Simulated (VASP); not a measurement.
Here is the system:

```
Ca3MgO4
1.0
    0.00000     2.32183     2.32183
    2.32183     0.00000     2.32183
    9.29138     9.29138    -0.00407
Mg O Ca
1 4 3
Direct
  0.00000   0.00000   0.00000
  0.52160   0.52160   0.10880
  0.50735   0.50735   0.36949
  0.49265   0.49265   0.63051
  0.47840   0.47840   0.89120
  0.01490   0.01490   0.23882
  0.00000   0.00000   0.50000
  0.98510   0.98510   0.76118
```

Method: PBEsol GGA, VASP's PBE PAW potentials (set 64) (plane waves; VASP 6.6.1). Settings: 520 eV cut-off, Gaussian smearing of 0.050 eV, potentials Mg O Ca_sv.

Give the energies of bands 18 to 31 at the high-symmetry points, in eV from the valence-band maximum.

```json
[
 {"band": "18", "Γ": "-1.97", "T": "-2.58", "H2": "-2.35", "L": "-2.90", "S0": "-2.35", "F": "-2.75"},
 {"band": "19", "Γ": "-1.66", "T": "-1.13", "H2": "-2.34", "L": "-2.37", "S0": "-2.34", "F": "-2.24"},
 {"band": "20", "Γ": "-1.22", "T": "-1.13", "H2": "-1.92", "L": "-1.55", "S0": "-1.92", "F": "-1.79"},
 {"band": "21", "Γ": "-1.22", "T": "-1.02", "H2": "-1.86", "L": "-1.55", "S0": "-1.86", "F": "-1.46"},
 {"band": "22", "Γ": "-0.78", "T": "-1.02", "H2": "-1.52", "L": "-1.45", "S0": "-1.52", "F": "-1.38"},
 {"band": "23", "Γ": "-0.78", "T": "-0.83", "H2": "-1.50", "L": "-1.03", "S0": "-1.51", "F": "-1.37"},
 {"band": "24", "Γ": "-0.62", "T": "-0.47", "H2": "-1.24", "L": "-0.99", "S0": "-1.24", "F": "-1.24"},
 {"band": "25", "Γ": "-0.62", "T": "-0.36", "H2": "-1.22", "L": "-0.96", "S0": "-1.22", "F": "-0.74"},
 {"band": "26", "Γ": "-0.09", "T": "-0.36", "H2": "-1.21", "L": "-0.95", "S0": "-1.22", "F": "-0.64"},
 {"band": "27", "Γ": "-0.09", "T": "-0.20", "H2": "-0.68", "L": "-0.64", "S0": "-0.68", "F": "-0.57"},
 {"band": "28", "Γ": "0.00", "T": "-0.20", "H2": "-0.68", "L": "-0.43", "S0": "-0.68", "F": "-0.54"},
 {"band": "29", "Γ": "4.35", "T": "4.82", "H2": "6.27", "L": "3.94", "S0": "6.26", "F": "3.76"},
 {"band": "30", "Γ": "6.04", "T": "5.50", "H2": "6.31", "L": "4.81", "S0": "6.38", "F": "5.12"},
 {"band": "31", "Γ": "6.08", "T": "5.94", "H2": "6.52", "L": "6.43", "S0": "6.45", "F": "6.32"}
]
```

The gap is indirect, 3.76 eV, from the valence maximum at Γ to the conduction minimum at F.

The structure was generated: Ca3MgO4 was put into an ordered model structure (R-3m), which need not be its known phase. It was relaxed first.
